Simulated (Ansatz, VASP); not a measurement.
# Cross-check of TiCo3 between VASP and Ansatz

Aim: how closely do two programs agree when they are given the same cell, functional and k mesh? The cell is taken from a series of runs on this material, whose earlier steps may have relaxed, scaled, displaced or heated it; both programs get it as it stands.

Method: plane waves, with VASP 6.6.1 beside it; single point at r2SCAN, in Ansatz 0.2.0.

## (1) The starting structure

Symmetry: Pm-3m, No. 221, cubic system. Conventional cell: a = 3.571 Å, b = 3.571 Å, c = 3.571 Å, α = 90.00°, β = 90.00°, γ = 90.00°. Co has 8 Co at 2.53 Å and 4 Ti at 2.53 Å nearest. Ti has 12 Co at 2.53 Å nearest. Farther neighbours are not listed.

## (2) Ansatz: single point, r2SCAN

Ansatz runs on its default PAW (the set named soft_2) files.

With cell and atoms fixed, the geometry can't cause a difference; cores, projectors, grids and the points listed under the comparison can.

input.yaml reads:

```yaml
crystal:
  lattice:
    - [3.571, 0.0, 0.0]
    - [0.0, 3.571, 0.0]
    - [0.0, 0.0, 3.571]
  atoms:
    - { symbol: Co, position: [0.5, 0.5, 0.0], spin: 2.0 }
    - { symbol: Co, position: [0.5, 0.0, 0.5], spin: 2.0 }
    - { symbol: Co, position: [0.0, 0.5, 0.5], spin: 2.0 }
    - { symbol: Ti, position: [0.0, 0.0, 0.0], spin: 1.0 }
magnetization:
  spin_polarized: true
kpoints:
  mp_grid: { grid: [10, 10, 10] }
  band_path:
    path:
      - [[0.0, 0.0, 0.0], [0.0, 0.5, 0.0], [0.5, 0.5, 0.0], [0.0, 0.0, 0.0], [0.5, 0.5, 0.5], [0.0, 0.5, 0.0]]
      - [[0.5, 0.5, 0.5], [0.5, 0.5, 0.0]]
    npoints: 8
scf:
  occupations: { method: fermi_dirac, width: 0.05 }
  n_extra_bands: 10
hamiltonian:
  xc: r2scan
  pseudopotentials: { kind: paw }
output:
  forces: true
  stress: true
  dos:
    projected: true
    de: 0.05
    e_range: [-30, 12]
    nscf_kmesh: { grid: [14, 14, 14] }
  fatbands: true
  eigenstates:
    kpoints:
      - [0.0, 0.0, 0.0]
      - [0.0, 0.08333333, 0.0]
      - [0.0, 0.16666667, 0.0]
      - [0.0, 0.25, 0.0]
      - [0.0, 0.33333333, 0.0]
      - [0.0, 0.41666667, 0.0]
      - [0.0, 0.5, 0.0]
      - [0.0, -0.41666667, 0.0]
      - [0.0, -0.33333333, 0.0]
      - [0.0, -0.25, 0.0]
      - [0.0, -0.16666667, 0.0]
      - [0.0, -0.08333333, 0.0]
      - [0.0625, 0.0, 0.0625]
      - [0.125, 0.0, 0.125]
      - [0.1875, 0.0, 0.1875]
      - [0.25, 0.0, 0.25]
      - [-0.30357143, -0.30357143, 0.0]
      - [-0.35714286, -0.35714286, 0.0]
      - [-0.41071429, -0.41071429, 0.0]
      - [-0.46428571, -0.46428571, 0.0]
      - [0.48214286, 0.48214286, 0.0]
      - [0.42857143, 0.42857143, 0.0]
      - [0.375, 0.375, 0.0]
      - [0.32142857, 0.32142857, 0.0]
      - [0.26785714, 0.26785714, 0.0]
      - [0.21428571, 0.21428571, 0.0]
      - [0.16071429, 0.16071429, 0.0]
      - [0.10714286, 0.10714286, 0.0]
      - [0.05357143, 0.05357143, 0.0]
      - [0.05, 0.05, 0.05]
      - [0.1, 0.1, 0.1]
      - [0.15, 0.15, 0.15]
      - [0.2, 0.2, 0.2]
      - [0.25, 0.25, 0.25]
      - [0.3, 0.3, 0.3]
      - [0.35, 0.35, 0.35]
      - [0.4, 0.4, 0.4]
      - [0.45, 0.45, 0.45]
      - [0.5, 0.5, 0.5]
      - [0.5, -0.4375, 0.4375]
      - [0.5, -0.375, 0.375]
      - [0.5, -0.3125, 0.3125]
      - [0.5, -0.25, 0.25]
      - [0.5, -0.1875, 0.1875]
      - [0.5, -0.125, 0.125]
      - [0.5, -0.0625, 0.0625]
      - [0.5, 0.0, 0.0]
      - [0.41666667, 0.0, 0.0]
      - [0.33333333, 0.0, 0.0]
      - [0.25, 0.0, 0.0]
      - [0.16666667, 0.0, 0.0]
      - [0.08333333, 0.0, 0.0]
    e_range: [-9.0, 4.0]
    unfold: { supercell_matrix: [[-1, 1, 1], [1, -1, 1], [1, 1, -1]] }
```

Launch:

```console
> ansatz run input.yaml --threads 4 --pin off --max-ram 8192MiB --backend cpu --events-out ev --progress --plain --runs-dir out
```

Numbers of over 12 decimals in the logs are rounded to 6 here.

Log:

```text
scf.n_extra_bands = 10 over 32 filled bands (N_el = 63.0): the run solves 42 bands
Engine: ansatz 0.2.0, x86_64-unknown-linux-gnu
Pseudopotentials: kind: paw
Pseudopotential: Co, paw, valence charge 17, recommended cutoff 500 eV (meta_gga), Co.paw.azcp
Pseudopotential: Ti, paw, valence charge 12, recommended cutoff 500 eV (meta_gga), Ti.paw.azcp
Functional definition: r2SCAN
  parameter k0 = 0.174
  parameter k1 = 0.065
  parameter a1 = 4.9479
  exchange = r2scan_x(k0 = k0, k1 = k1, a1 = a1)
  correlation = r2scan_c
Crystal: 4 atoms, lattice volume = 45.538 Å³
Basis set: ecut = 500 eV, 1189 PW (Γ), exchange–correlation on 108×108×108 points (64 copies of the dense FFT grid, shifted against one another)
Bands: 42, of which v1, the nominal top of the filled ones, is band 32 counted from 1 (31 counted from 0)
Symmetry: 48 space group operations
Space group: Pm-3m (ITA 221), of the structure as read, at distance tolerance 3.6e-5 Å
Magnetic group: BNS 221.92 (UNI 1594), of the structure as read, at distance tolerance 3.6e-5 Å
k-points: 56 of 1000
Non-local potential: Co, projectors of the file, l = 0: 3, l = 1: 2, l = 2: 3, l = 3: 1
Non-local potential: Ti, projectors of the file, l = 0: 3, l = 1: 2, l = 2: 3, l = 3: 1
PAW form: soft (Blöchl's): semilocal exchange-correlation on the pseudo side does not see the compensation charge
PAW frozen core: Co, regenerated for the run's functional (the file was generated under x = pbe(κ = 0.804, μ = 0.219515), c = pbe(β = 0.066725))
PAW frozen core: Ti, regenerated for the run's functional (the file was generated under x = pbe(κ = 0.804, μ = 0.219515), c = pbe(β = 0.066725))
PAW one-centre angular grid: Co, 590 points (default); XC on 160 Gauss nodes
PAW one-centre angular grid: Ti, 590 points (default); XC on 160 Gauss nodes
Initial density: superposition of atomic densities (chi_scale 0.1, normalization cell)
Starting moments: Σ|m| = 7 μB on 4 of 4 sites
Initial wavefunctions: pseudopotential atomic-orbital guess
Functional: x = r2scan, c = r2scan; τ floored in thin density (d = 2e-4 eV/Å³)
SCF iter   1: F=—  HF=-17896.730744 eV  |F-HF|=—  |Δ(HF+E_count)|=         —  Δρ=7.94e-2 (↑7.94e-2 ↓5.44e-2)  dr2=3.80e0  dr2_τ=5.46e-2  dr2_m=5.88e-1  M=4.857 μB ∫|m|=5.161 μB  β_m=0.98  ethr=3.10e-3  ⟨swp⟩=5.4  Hψ=14891  notcnv=0  defer=8
Mixer restart at iter 1: flushing history
preconditioner: auto → Kerker (q_TF=auto, 2.880 Å⁻¹)  [metal: Δε(μ)=0.001 eV  Ē_g=7.165 eV  σ=0.050 eV  W_gap=0.01  n_scr=18 (ndim 8)  ℏωp=30.6 eV  f_vac=0.000  D(μ)=7.76/eV (n_scr^D=122)]
spin=Collinear: Kerker preconditioning applied to the charge; magnetization (m = ρ↑ − ρ↓) channel mixes plain (no charge-response kernel on spin).
SCF iter   2: F=—  HF=-17895.976157 eV  |F-HF|=—  |Δ(HF+E_count)|=   7.55e-1  Δρ=3.22e-2 (↑3.22e-2 ↓2.35e-2)  dr2=9.53e-1  dr2_τ=2.67e-2  dr2_m=1.14e-1  M=3.947 μB ∫|m|=5.168 μB  β_m=1.00  ethr=3.10e-3  ⟨swp⟩=2.6  Hψ=8158  notcnv=0  defer=203  κ⁻¹=1.0e0(r=1)
SCF iter   3: F=—  HF=-17897.173135 eV  |F-HF|=—  |Δ(HF+E_count)|=    1.20e0  Δρ=2.47e-2 (↑2.04e-2 ↓2.47e-2)  dr2=6.13e-1  dr2_τ=3.77e-3  dr2_m=7.70e-2  M=3.258 μB ∫|m|=5.145 μB  β_m=1.00  ethr=1.51e-3  ⟨swp⟩=2.3  Hψ=5809  notcnv=0  defer=203  κ⁻¹=3.1e-2(r=2)
SCF iter   4: F=—  HF=-17898.972412 eV  |F-HF|=—  |Δ(HF+E_count)|=    1.80e0  Δρ=1.58e-2 (↑1.58e-2 ↓7.63e-3)  dr2=2.41e-1  dr2_τ=6.36e-4  dr2_m=1.71e-2  M=2.902 μB ∫|m|=5.117 μB  β_m=1.00  ethr=9.72e-4  ⟨swp⟩=3.0  Hψ=8191  notcnv=0  defer=201  κ⁻¹=2.3e-2(r=3)
SCF iter   5: F=—  HF=-17899.571274 eV  |F-HF|=—  |Δ(HF+E_count)|=         —  Δρ=9.26e-3 (↑9.26e-3 ↓6.92e-3)  dr2=9.65e-2  dr2_τ=9.78e-4  dr2_m=9.03e-3  M=2.788 μB ∫|m|=5.149 μB  β_m=1.00  ethr=3.83e-4  ⟨swp⟩=2.7  Hψ=7641  notcnv=0  defer=214
Mixer restart at iter 5: flushing history
SCF iter   6: F=—  HF=-17899.625076 eV  |F-HF|=—  |Δ(HF+E_count)|=   5.38e-2  Δρ=5.94e-3 (↑5.77e-3 ↓5.94e-3)  dr2=6.60e-2  dr2_τ=3.98e-4  dr2_m=6.24e-4  M=2.776 μB ∫|m|=5.166 μB  β_m=1.00  ethr=1.53e-4  ⟨swp⟩=2.0  Hψ=5553  notcnv=0  defer=214  κ⁻¹=1.0e0(r=1)
SCF iter   7: F=—  HF=-17899.688153 eV  |F-HF|=—  |Δ(HF+E_count)|=   6.31e-2  Δρ=3.36e-3 (↑3.09e-3 ↓3.36e-3)  dr2=1.47e-2  dr2_τ=1.97e-4  dr2_m=3.84e-4  M=2.762 μB ∫|m|=5.164 μB  β_m=1.00  ethr=1.05e-4  ⟨swp⟩=2.3  Hψ=7099  notcnv=0  defer=214  κ⁻¹=1.1e-1(r=2)
SCF iter   8: F=—  HF=-17899.700402 eV  |F-HF|=—  |Δ(HF+E_count)|=   1.22e-2  Δρ=2.09e-3 (↑2.09e-3 ↓2.04e-3)  dr2=3.34e-3  dr2_τ=1.04e-4  dr2_m=9.02e-6  M=2.761 μB ∫|m|=5.143 μB  β_m=1.00  ethr=2.33e-5  ⟨swp⟩=2.1  Hψ=7528  notcnv=0  defer=215  κ⁻¹=3.0e-3(r=3)
[...]
SCF iter  11: F=—  HF=-17899.704929 eV  |F-HF|=—  |Δ(HF+E_count)|=   1.15e-3  Δρ=3.94e-4 (↑2.01e-4 ↓3.94e-4)  dr2=4.78e-5  dr2_τ=1.03e-6  dr2_m=1.02e-5  M=2.769 μB ∫|m|=5.157 μB  β_m=1.00  ethr=1.80e-7  ⟨swp⟩=2.0  Hψ=8024  notcnv=0  defer=224  κ⁻¹=7.7e-5(r=6)
SCF iter  12: F=—  HF=-17899.705160 eV  |F-HF|=—  |Δ(HF+E_count)|=   2.31e-4  Δρ=2.34e-4 (↑1.49e-4 ↓2.34e-4)  dr2=3.23e-5  dr2_τ=3.23e-7  dr2_m=1.25e-6  M=2.768 μB ∫|m|=5.149 μB  β_m=1.00  ethr=7.58e-8  ⟨swp⟩=2.0  Hψ=8252  notcnv=0  defer=224  κ⁻¹=7.0e-5(r=7)
SCF iter  13: F=—  HF=-17899.705184 eV  |F-HF|=—  |Δ(HF+E_count)|=   2.37e-5  Δρ=1.14e-4 (↑9.51e-5 ↓1.14e-4)  dr2=5.85e-6  dr2_τ=1.75e-7  dr2_m=1.26e-6  M=2.768 μB ∫|m|=5.143 μB  β_m=1.00  ethr=5.12e-8  ⟨swp⟩=2.0  Hψ=8261  notcnv=0  defer=224  κ⁻¹=1.7e-5(r=8)
SCF iter  14: F=—  HF=-17899.705225 eV  |F-HF|=—  |Δ(HF+E_count)|=   4.14e-5  Δρ=5.56e-5 (↑3.47e-5 ↓5.56e-5)  dr2=2.17e-6  dr2_τ=3.91e-8  dr2_m=1.85e-7  M=2.768 μB ∫|m|=5.146 μB  β_m=1.00  ethr=9.28e-9  ⟨swp⟩=2.0  Hψ=8040  notcnv=0  defer=224  κ⁻¹=4.1e-6(r=8)
SCF iter  15: F=—  HF=-17899.705229 eV  |F-HF|=—  |Δ(HF+E_count)|=   3.66e-6  Δρ=4.00e-5 (↑3.08e-5 ↓4.00e-5)  dr2=9.01e-7  dr2_τ=1.28e-8  dr2_m=4.00e-8  M=2.769 μB ∫|m|=5.146 μB  β_m=1.00  ethr=3.45e-9  ⟨swp⟩=2.0  Hψ=6365  notcnv=0  defer=224  κ⁻¹=4.4e-6(r=8)
SCF iter  16: F=—  HF=-17899.705231 eV  |F-HF|=—  |Δ(HF+E_count)|=   1.71e-6  Δρ=2.74e-5 (↑2.74e-5 ↓1.93e-5)  dr2=5.09e-7  dr2_τ=5.03e-9  dr2_m=3.62e-8  M=2.769 μB ∫|m|=5.146 μB  β_m=1.00  ethr=1.43e-9  ⟨swp⟩=2.5  Hψ=8015  notcnv=0  defer=224  κ⁻¹=7.2e-6(r=8)
SCF iter  17: F=—  HF=-17899.705231 eV  |F-HF|=—  |Δ(HF+E_count)|=   3.59e-7  Δρ=9.86e-6 (↑6.62e-6 ↓9.86e-6)  dr2=2.61e-8  dr2_τ=6.76e-10  dr2_m=4.63e-9  M=2.769 μB ∫|m|=5.146 μB  β_m=1.00  ethr=8.07e-10  ⟨swp⟩=2.0  Hψ=7242  notcnv=0  defer=224  κ⁻¹=1.7e-5(r=8)
SCF iter  18: F=—  HF=-17899.705231 eV  |F-HF|=—  |Δ(HF+E_count)|=   1.58e-7  Δρ=8.02e-6 (↑5.45e-6 ↓8.02e-6)  dr2=1.64e-8  dr2_τ=3.49e-10  dr2_m=4.11e-9  M=2.769 μB ∫|m|=5.146 μB  β_m=1.00  ethr=4.14e-11  ⟨swp⟩=2.0  Hψ=6816  notcnv=0  defer=224  κ⁻¹=2.5e-5(r=8)
SCF iter  19: F=—  HF=-17899.705231 eV  |F-HF|=—  |Δ(HF+E_count)|=   2.06e-7  Δρ=3.82e-6 (↑2.95e-6 ↓3.82e-6)  dr2=5.38e-9  dr2_τ=1.33e-10  dr2_m=3.66e-10  M=2.769 μB ∫|m|=5.146 μB  β_m=1.00  ethr=2.61e-11  ⟨swp⟩=2.4  Hψ=8184  notcnv=0  defer=224  κ⁻¹=1.2e-5(r=8)
SCF iter  20: F=-17899.705231 eV  HF=-17899.705231 eV  |F-HF|=1.53e-8  |Δ(HF+E_count)|=   1.27e-8  Δρ=8.17e-6 (↑2.93e-6 ↓8.17e-6)  dr2=1.97e-8  dr2_τ=4.86e-10  dr2_m=1.11e-8  M=2.769 μB ∫|m|=5.146 μB  ethr=8.54e-12  ⟨swp⟩=7.5  Hψ=16469  notcnv=0
SCF 1 converged in 20 iterations: F = -17899.705231 eV  dr2 = 1.97e-8
  greatest PAW one-centre occupation: 1.003 electrons in one spin orbital (limit 2), on the Co atom at site 0 (counted from 0), in its partial waves of l = 1
this state was not tested for a lower state beside it, because the mixer in use, unlike msr1, does not test its closes by its own steps (another_mixer; see scf.mixing.algorithm and scf.lower_state_search)
NSCF: frozen V_eff on 50 k-points
NSCF: frozen V_eff on 120 k-points
[...]
SCF converged after 20 iterations
Magnetization: 2.7690 μB (32.8845 up, 30.1155 down)
Absolute magnetization: 5.1490 μB (∫|ρ↑−ρ↓|, with the PAW one-centre terms)
Spin contamination: 0.4620 ħ² per cell (⟨S²⟩ above its minimum at these occupations)
Per-site moments (μB) at R_I (Å): [(1.302111, 1.041595), (1.302111, 1.041595), (1.302111, 1.041595), (-0.628731, 1.041595)]
Free energy (F): -17899.705231 eV
Harris-Foulkes:  -17899.705231 eV  (|F-HF|=1.53e-8)
Internal energy: -17899.678003 eV  (E = F + TS)
E sigma→0 (E₀):  -17899.691617 eV
Entropy (-TS):   -0.027228 eV (-6.807 meV/atom)
Fermi energy:    18.657796 eV
--- Per-component energies (eV) ---
  E_band       = -915.127415
  E_kinetic    = 1646.547478
  E_local      = -9470.160924  (includes V_loc(G=0)·N_el)
  E_nonlocal   = 1373.997959
  E_hartree    = 4007.811867
  E_xc         = -569.291808
  E_vxc        = -828.083578  (∫ρ·V_xc dr)
  E_paw        = -5629.882118  (= ΣΔE_a)
  E_vpaw       = -1706.861625  (= ΣTr[D̂ρ^β])
  E_aug_tail   = 0.000217  (compensation charges beyond the density's cutoff)
  E_vtau       = 53.817239  (kinetic-family band-sum trace: ∫τ·v_τ [+ j·A + Jᵃ·Aᵃ] dr)
  E_ewald      = -9257.561599
  E_core_change = -1.139076  (= ΣΔE_core)
  E_smearing   = -0.027228  (= −TS)
  E_closure    = 0.000000  (closes the sum)
  Σ components = -17899.705231   (vs F -17899.705231, Δ=0.00e0)
--- Forces (eV/Å), atoms counted from 1 ---
  atom   1  Co     0.00000000    -0.00000000    -0.00000000
  atom   2  Co     0.00000000    -0.00000000    -0.00000000
  atom   3  Co     0.00000000    -0.00000000    -0.00000000
  atom   4  Ti    -0.00000000     0.00000000     0.00000000
  max |Σ_I F_I| component: 4.48e-28 eV/Å
--- Stress (GPa, compression-positive) ---
        2.648121       0.000000       0.000000
        0.000000       2.648121       0.000000
        0.000000       0.000000       2.648121
  P = ⅓ Tr σ = 2.6481 GPa (26.481 kbar)
--- Band table (eV; the first three rows and the last of 112) ---
  k-point 0 ↑: bands = [... 28 lower, 17.3888, 17.9681, 17.9681, 17.9681, 20.6517, 20.6517, 21.6522, 21.6522, ... 6 higher]
  k-point 1 ↑: bands = [... 28 lower, 17.3402, 17.7813, 17.7813, 17.9682, 20.1770, 20.5968, 21.1403, 21.1403, ... 6 higher]
  k-point 2 ↑: bands = [... 28 lower, 17.1998, 17.3230, 17.3230, 17.9686, 19.0191, 20.4501, 20.5894, 20.5894, ... 6 higher]
  k-point 55 ↓: bands = [... 28 lower, 17.7514, 18.4801, 18.4801, 18.4801, 19.8330, 19.8330, 19.8330, 20.9473, ... 6 higher]
```

(Part 1 of 2 ends here.)

[Lines on the potential files, build, host, timing and source positions are cut from VASP's logs without a mark.]

[Logs are printed without paths, hosts, clocks, repeated set-up lines and the standing remarks that a program may print on its own settings, such as how far it seeks lower states.]

[Hosts, paths, dates, database ids (printed as entryN), source tags and the programs' standing remarks are cut or masked in the printed files.]
